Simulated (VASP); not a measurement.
Crystal: Sn2GeO2.

```
CELL_PARAMETERS angstrom
4.23792 0.00000 0.00000
0.00000 4.23792 0.00000
0.00000 0.00000 10.14384
ATOMIC_POSITIONS crystal
Sn 0.00000 0.50000 0.13538
Sn 0.50000 0.50000 0.50000
Sn 0.50000 0.00000 0.86462
Sn 0.00000 0.00000 0.50000
Ge 0.00000 0.50000 0.74676
Ge 0.50000 0.00000 0.25324
O 0.50000 0.00000 0.62538
O 0.00000 0.00000 0.00000
O 0.50000 0.50000 0.00000
O 0.00000 0.50000 0.37462
```

The cell was built by a generator and needn't be a form met in nature.

| Quantity | Value |
| --- | --- |
| Program | VASP 6.6.1 |
| Task | relaxation of cell and atoms |
| Functional | PBE |
| Potentials or basis | VASP PAW PBE potentials, release 64 (Sn_d, Ge_d, O) |
| Cutoff | 520 eV |
| k mesh | 3 × 3 × 2 |
| Occupations | gaussian, width 0.15 eV |
| Spin | no spin polarisation |

At the start: pressure -2.3 GPa; volume 18.22 Å³/atom.

Problem. How do energy, volume and symmetry change on relaxing?

Solution. Over 20 steps the energy falls by 124.8 meV/atom and the volume is 18.59 Å³/atom (+2.0 %); space group P4/nmm (No. 129, to 0.05 Å).

Step by step:
```csv
step,energy change (eV),largest force (eV/Å),pressure (GPa),volume (Å³)
1,0.0000,2.2018,-2.26,182.18
2,-0.4302,1.3357,0.70,175.47
3,-0.5104,0.7084,2.91,171.58
4,-0.6853,0.3919,0.60,178.00
5,-0.7218,0.3016,-0.35,181.48
6,-0.7265,0.3172,-0.73,183.00
7,-0.7835,0.3036,-0.11,182.07
8,-0.8457,1.0993,2.93,179.08
9,-0.8524,0.7128,2.04,180.01
10,-0.8717,0.8082,2.00,180.29
11,-0.9268,0.9613,2.01,181.09
12,-1.0009,1.3137,2.22,182.53
13,-0.8911,2.0566,3.54,184.82
14,-0.9989,1.5056,2.53,183.15
15,-1.0895,1.2085,1.18,186.06
16,-1.1527,0.8343,-0.56,190.20
17,-1.1571,0.7188,-1.08,191.48
18,-1.1895,0.5788,-1.44,190.36
19,-1.2441,0.1513,-0.44,187.04
20,-1.2481,0.0617,0.12,185.89
```

Final structure:
```
Sn Ge O
1.0
     3.99153    0.00000    0.00000
     0.00000    3.99153    0.00000
     0.00000    0.00000   11.66759
Sn Ge O
4 2 4
Cartesian
  0.0000 1.9958 1.1378
  1.9958 1.9958 5.8338
  1.9958 0.0000 10.5298
  0.0000 0.0000 5.8338
  0.0000 1.9958 8.4646
  1.9958 0.0000 3.2030
  1.9958 0.0000 7.3861
  0.0000 0.0000 0.0000
  1.9958 1.9958 0.0000
  0.0000 1.9958 4.2815
```

Caveat: the k mesh is coarse (spacing up to 0.49 Å⁻¹), so the values aren't converged; the relaxation stopped at a loose force limit of 0.08 eV/Å, so its end isn't a converged minimum.
